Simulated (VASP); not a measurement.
Given:

```xyz
3
Lattice="1.8251 -3.1611 0.0000 1.8251 3.1611 0.0000 0.0000 0.0000 5.8179" Properties=species:S:1:pos:R:3 pbc="T T T"
Zr     1.8251     3.1611     0.0000
S      1.8251     1.0537     1.4549
S      1.8251    -1.0537     4.3629
```

These are PBE GGA with D4 dispersion, VASP's PBE PAW potentials (set 64) (plane waves; VASP 6.6.1) values and carry that method's errors. Numerical set-up: 520 eV cut-off, 8×8×5 Γ-centred mesh, tetrahedra with Blöchl corrections, potentials Zr_sv S.

What does the run give for the energy per atom (σ→0)?

| Property | Value |
|---|---|
| energy per atom (σ→0) | -7.410 eV/atom |

Total energies compare only between runs with the same potentials, cut-off and functional.

The compound is ZrS2 in the 1T layered structure. It was relaxed first.
